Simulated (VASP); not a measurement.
Method: r2SCAN+rVV10, VASP's PBE PAW potentials (set 64) (plane waves; VASP 6.6.1).

Input for VASP

INCAR:
```
ALGO = Normal   ! blocked Davidson
NELM = 100   ! most electronic steps
LEFG = .TRUE.
LUSE_VDW = .TRUE.
EDIFF = 1E-7   ! SCF stop (eV)
LORBIT = 11   ! lm-projected
BPARAM = 11.95
NEDOS = 601   ! DOS grid
LREAL = .FALSE.
CPARAM = 0.0093
ISMEAR = -5
ISIF = 2
LASPH = .TRUE.
SYSTEM = TiB2
LMIXTAU = .TRUE.
LCHARG = .FALSE.
LMAXMIX = 4
PREC = Accurate
METAGGA = R2SCAN
ENCUT = 520   ! plane-wave cut-off (eV)
LWAVE = .FALSE.
```

File KPOINTS_OPT:
```
k-points along high-symmetry lines
6
Line-mode
Reciprocal
  0.000000   0.000000   0.000000 ! GAMMA
 -0.000000   0.500000   0.000000 ! M

 -0.000000   0.500000   0.000000 ! M
 -0.333333   0.666667   0.000000 ! K

 -0.333333   0.666667   0.000000 ! K
  0.000000   0.000000   0.000000 ! GAMMA

  0.000000   0.000000   0.000000 ! GAMMA
  0.000000   0.000000   0.500000 ! A

  0.000000   0.000000   0.500000 ! A
 -0.000000   0.500000   0.500000 ! L

 -0.000000   0.500000   0.500000 ! L
 -0.333333   0.666667   0.500000 ! H

 -0.333333   0.666667   0.500000 ! H
  0.000000   0.000000   0.500000 ! A

 -0.000000   0.500000   0.500000 ! L
 -0.000000   0.500000   0.000000 ! M

 -0.333333   0.666667   0.500000 ! H
 -0.333333   0.666667   0.000000 ! K
```

**POSCAR**
```
TiB2
1
    1.5118865240    -2.6186643013     0.0000000000
    1.5118865240     2.6186643013     0.0000000000
    0.0000000000    -0.0000000000     3.2230896297
Ti B
1 2
Direct
  0.0000000000   0.0000000000   0.0000000000
  0.3333330000   0.6666670000   0.5000000000
  0.6666670000   0.3333330000   0.5000000000
```

KPOINTS:
```
Automatic mesh
0
Gamma
13 13 11
0 0 0
```

POTCAR, in this order: Ti_sv B (PBE.64 set). Program: vasp_std.

Task: What does the run give for the energy per atom (σ→0), band gap (over mesh and band path)?

Result: 
```
Property                                                               Value
----------------------------------  ----------------------------------------
energy per atom (σ→0)                                        -10.235 eV/atom
band gap (over mesh and band path)  none (metal, semimetal or under 0.01 eV)
```

**OSZICAR**
```
...
DAV:  16    -0.307053028620E+02   -0.80002E-04   -0.45301E-05  4170   0.962E-02    0.114E-02
DAV:  17    -0.307053125292E+02   -0.96673E-05   -0.94092E-06  3781   0.343E-02    0.447E-03
DAV:  18    -0.307053183412E+02   -0.58120E-05   -0.36344E-06  3930   0.266E-02    0.175E-03
DAV:  19    -0.307053172398E+02    0.11014E-05   -0.18547E-07  2915   0.583E-03    0.167E-03
DAV:  20    -0.307053164039E+02    0.83592E-06   -0.59148E-08  1773   0.308E-03    0.779E-04
DAV:  21    -0.307053164831E+02   -0.79166E-07   -0.10711E-08  1743   0.134E-03
   1 F= -.30705316E+02 E0= -.30705316E+02  d E =0.000000E+00
       N       E                     dE             ncg
```

The compound is TiB2 in the AlB2 type structure. It was relaxed first.
